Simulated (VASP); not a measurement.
Here is the system:

```yaml
crystal:
  lattice:
    - [-1.60184, 1.60184, 3.90963]
    - [1.60184, -1.60184, 3.90963]
    - [1.60184, 1.60184, -3.90963]
  atoms:
    - { symbol: Si, position: [0.66554, 0.66554, 0.00000] }
    - { symbol: Si, position: [0.33446, 0.33446, 0.00000] }
    - { symbol: W, position: [0.00000, 0.00000, 0.00000] }
```

The numbers are results of PBEsol GGA, VASP's PBE PAW potentials (set 64) (plane waves; VASP), not measurements. Run with 500 eV cut-off, 13×13×13 Γ-centred mesh, first-order Methfessel-Paxton smearing of 0.10 eV, potentials Si W_sv.

Unless said otherwise, spin-orbit coupling is left out, though it shifts the bands of the heavy elements here.

Problem. Predict the energy per atom (σ→0), band gap (on the k-mesh) with the smallest direct gap where there is one.

Solution. 
band gap (on the k-mesh): none (metal, semimetal or under 0.01 eV)
energy per atom (σ→0): -8.880 eV/atom

The absolute energy has meaning only against runs of the same code, potentials and settings.

The compound is WSi2 in the MoSi2 type structure. It was relaxed first.
